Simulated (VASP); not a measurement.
Method: PBE GGA, VASP's PBE PAW potentials (set 64) (plane waves; VASP).

VASP ran on this input.

File KPOINTS:
```
Automatic mesh
0
Gamma
6 6 1
0 0 0
```

POSCAR:
```
MoSi2
1
    4.5850220000     0.0000000000     0.0000000000
    2.2925110000     8.2532860000     0.0000000000
    0.0000000000     0.0000000000    18.1707000000
Si Mo
12 6
Direct
  0.8628220000   0.1743570000   0.4298020000
  0.7458020000   0.4083960000   0.3302020000
  0.5935330000   0.7129350000   0.3697990000
  0.0150910000   0.8698180000   0.3902000000
  0.4014000000   0.0972010000   0.5498030000
  0.2843800000   0.3312400000   0.4501970000
  0.1321110000   0.6357790000   0.4898000000
  0.5536690000   0.7926620000   0.5102000000
  0.9399780000   0.0200450000   0.6697980000
  0.8229580000   0.2540840000   0.5701980000
  0.6706890000   0.5586230000   0.6098000000
  0.0922470000   0.7155060000   0.6302010000
  0.4389560000   0.0220870000   0.4100010000
  0.1696670000   0.5606650000   0.3499980000
  0.9775340000   0.9449320000   0.5300020000
  0.7082450000   0.4835100000   0.4699980000
  0.5161120000   0.8677760000   0.6500020000
  0.2468230000   0.4063540000   0.5899990000
```

### INCAR
```
ALGO = Normal
DIPOL = 0.5 0.5 0.5
EDIFF = 1E-6
ENCUT = 525
GGA = PE
IDIPOL = 3
ISIF = 2
ISMEAR = 0
LASPH = .True.
LCHARG = .False.
LDIPOL = .True.
LMAXMIX = 4
LREAL = Auto
LWAVE = .False.
NELM = 100
PREC = Accurate
SIGMA = 0.2
SYSTEM = MoSi2
```

POTCAR, in this order: Si Mo_sv (PBE.64 set). Program: vasp_std.

The cell holds a wide vacuum, so values per volume refer to the whole cell.

Task: Predict the energy per atom (σ→0), largest force, band gap (on the k-mesh).

Result: 
- energy per atom (σ→0): -7.096 eV/atom
- band gap (on the k-mesh): none (metal, semimetal or under 0.01 eV)
- largest force: 1.452 eV/Å

File OSZICAR:
```
...
DAV:  20    -0.127829501498E+03   -0.50723E-03   -0.24376E-05  2012   0.125E-02    0.399E-03
DAV:  21    -0.127829701681E+03   -0.20018E-03   -0.10562E-05  1909   0.657E-03    0.231E-03
DAV:  22    -0.127829772981E+03   -0.71300E-04   -0.69221E-06  1821   0.437E-03    0.127E-03
DAV:  23    -0.127829797515E+03   -0.24534E-04   -0.28676E-06  1757   0.247E-03    0.540E-04
DAV:  24    -0.127829801957E+03   -0.44420E-05   -0.49145E-07  1524   0.110E-03    0.235E-04
DAV:  25    -0.127829803561E+03   -0.16046E-05   -0.20749E-07  1460   0.692E-04    0.144E-04
DAV:  26    -0.127829804052E+03   -0.49033E-06   -0.94350E-08  1380   0.461E-04
   1 F= -.12782980E+03 E0= -.12772812E+03  d E =-.203360E+00
```

The cell is a sheet with vacuum, built from a generated structure.
